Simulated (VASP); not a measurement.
Level of theory: PBE GGA, VASP's PBE PAW potentials (set 64) (plane waves; VASP 6.6.1).

Input for VASP

### KPOINTS
```
Automatic mesh
0
gamma
8 8 8
0 0 0
```

**INCAR**
```
GGA = PE
SYSTEM = CdS
ISIF = 2   ! forces and stress, cell fixed
PREC = Accurate
ALGO = Normal
EDIFF = 1E-7   ! SCF stop (eV)
ENCUT = 520   ! plane-wave cut-off (eV)
LREAL = F   ! projection in real space or not
SIGMA = 0.05
LASPH = T   ! aspherical one-centre terms
NELM = 100
LCHARG = F
LWAVE = F
LMAXMIX = 4
ISMEAR = 0   ! Gaussian
```

File POSCAR:
```
CdS
1
    0.0000000000     2.9383805766     2.9383805766
    2.9383805766     0.0000000000     2.9383805766
    2.9383805766     2.9383805766     0.0000000000
Cd S
1 1
Direct
  0.0000000000   0.0000000000   0.0000000000
  0.2500000000   0.2500000000   0.2500000000
```

POTCAR, in this order: Cd S (PBE.64 set). Program: vasp_std.

Output

### OUTCAR
```
 ion  position               nearest neighbor table
   1  0.000  0.000  0.000-   2 2.54   2 2.54   2 2.54   2 2.54
   2  0.250  0.250  0.250-   1 2.54   1 2.54   1 2.54   1 2.54
  LATTYP: Found a face centered cubic cell.
 ALAT       =     5.8767611532
 Subroutine PRICEL returns:
 Original cell was already a primitive cell.
 Subroutine GETGRP returns: Found 24 space group operations
The static configuration has the point symmetry T_d .
The dynamic configuration has the point symmetry T_d .
 Subroutine INISYM returns: Found 24 space group operations
 Subroutine IBZKPT returns following result:
 Found     29 irreducible k-points:

 Following reciprocal coordinates:
            Coordinates               Weight
  0.000000  0.000000  0.000000      1.000000
  0.125000  0.000000  0.000000      8.000000
  0.250000  0.000000  0.000000      8.000000
  0.375000  0.000000  0.000000      8.000000
  0.500000  0.000000  0.000000      4.000000
  0.125000  0.125000  0.000000      6.000000
  0.250000  0.125000  0.000000     24.000000
  0.375000  0.125000  0.000000     24.000000
  0.500000  0.125000  0.000000     24.000000
 -0.375000  0.125000  0.000000     24.000000
 -0.250000  0.125000  0.000000     24.000000
 -0.125000  0.125000  0.000000     12.000000
  0.250000  0.250000  0.000000      6.000000
  0.375000  0.250000  0.000000     24.000000
  0.500000  0.250000  0.000000     24.000000
 -0.375000  0.250000  0.000000     24.000000
 -0.250000  0.250000  0.000000     12.000000
  0.375000  0.375000  0.000000      6.000000
  0.500000  0.375000  0.000000     24.000000
 -0.375000  0.375000  0.000000     12.000000
  0.500000  0.500000  0.000000      3.000000
  0.375000  0.250000  0.125000     24.000000
  0.500000  0.250000  0.125000     48.000000
 -0.375000  0.250000  0.125000     24.000000
...
```

File OSZICAR:
```
       N       E                     dE             d eps       ncg     rms          rms(c)
DAV:   1     0.111250325369E+03    0.11125E+03   -0.93476E+03   778   0.126E+03
DAV:   2    -0.142770345974E+01   -0.11268E+03   -0.10767E+03   844   0.293E+02
DAV:   3    -0.664731002365E+01   -0.52196E+01   -0.52044E+01   909   0.652E+01
DAV:   4    -0.668603354650E+01   -0.38724E-01   -0.38717E-01   854   0.569E+00
DAV:   5    -0.668657037216E+01   -0.53683E-03   -0.53682E-03   924   0.654E-01    0.801E+00
DAV:   6    -0.615676502837E+01    0.52981E+00   -0.10550E+00  1075   0.140E+01    0.635E+00
DAV:   7    -0.613852158337E+01    0.18243E-01   -0.20999E-01   799   0.368E+00    0.317E+00
DAV:   8    -0.613875920079E+01   -0.23762E-03   -0.20426E-02   799   0.217E+00    0.294E-01
DAV:   9    -0.613856006586E+01    0.19913E-03   -0.27943E-03   839   0.881E-01    0.748E-02
DAV:  10    -0.613871447938E+01   -0.15441E-03   -0.29877E-04   784   0.180E-01    0.792E-02
DAV:  11    -0.613879714723E+01   -0.82668E-04   -0.12509E-04   787   0.126E-01    0.182E-02
DAV:  12    -0.613878708808E+01    0.10059E-04   -0.49472E-05   914   0.102E-01    0.850E-03
DAV:  13    -0.613878833461E+01   -0.12465E-05   -0.52635E-06   764   0.173E-02    0.687E-03
DAV:  14    -0.613878822928E+01    0.10533E-06   -0.13757E-07   680   0.339E-03    0.326E-03
DAV:  15    -0.613878816648E+01    0.62800E-07   -0.93649E-08   542   0.256E-03
   1 F= -.61387882E+01 E0= -.61387882E+01  d E =-.892252E-12
```

OUTCAR:
```
------------------------ aborting loop because EDIFF is reached ----------------------------------------
  FORCE on cell =-STRESS in cart. coord.  units (eV):
  Direction    XX          YY          ZZ          XY          YZ          ZX
  --------------------------------------------------------------------------------------
  Total        0.5585998      0.5585998      0.5585998      0.0000000      0.0000000      0.0000000
  in kB       17.6383204     17.6383204     17.6383204      0.0000000      0.0000000      0.0000000
  external PRESSURE =      17.6383204 kB  Pullay stress =       0.0000000 kB
  volume of cell :       50.74
      direct lattice vectors                 reciprocal lattice vectors
     0.000000000  2.938380577  2.938380577    -0.170161756  0.170161756  0.170161756
     2.938380577  0.000000000  2.938380577     0.170161756 -0.170161756  0.170161756
     2.938380577  2.938380577  0.000000000     0.170161756  0.170161756 -0.170161756
  FREE ENERGIE OF THE ION-ELECTRON SYSTEM (eV)
  ---------------------------------------------------
  free  energy   TOTEN  =        -6.1387881665 eV

  energy  without entropy=       -6.1387881665  energy(sigma->0) =       -6.13878817
```
(Selected blocks of OUTCAR.)

The compound is CdS in the zinc blende structure, a metastable form; wurtzite is the usual one. This cell is one point of a volume scan, at 0.97 of the reference volume.
